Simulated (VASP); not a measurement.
Consider the following.

```xyz
3
Lattice="1.5090 -2.6137 0.0000 1.5090 2.6137 0.0000 0.0000 0.0000 3.1865" Properties=species:S:1:pos:R:3 pbc="T T T"
Ti     1.5090    -2.6137     0.0000
B      1.5090     0.8712     1.5932
B      1.5090    -0.8712     1.5932
```

These are PBEsol GGA, VASP's PBE PAW potentials (set 64) (plane waves; VASP) values and carry that method's errors. Run with 520 eV cut-off, 13×13×11 Γ-centred mesh, tetrahedra with Blöchl corrections, potentials Ti_sv B.

The cores are frozen, which limits the accuracy of field gradients.

Problem. Give the principal components of the electric field gradient (V/Å²) and the asymmetry η at each nucleus.

Solution. 
| atom | Vxx | Vyy | Vzz | η |
|---|---|---|---|---|
| Ti1 | -8.9 | -8.9 | 17.8 | 0.00 |
| B2 | -2.2 | -2.2 | 4.3 | 0.00 |
| B3 | -2.2 | -2.2 | 4.3 | 0.00 |

The compound is TiB2 in the AlB2 type structure. It was relaxed first.
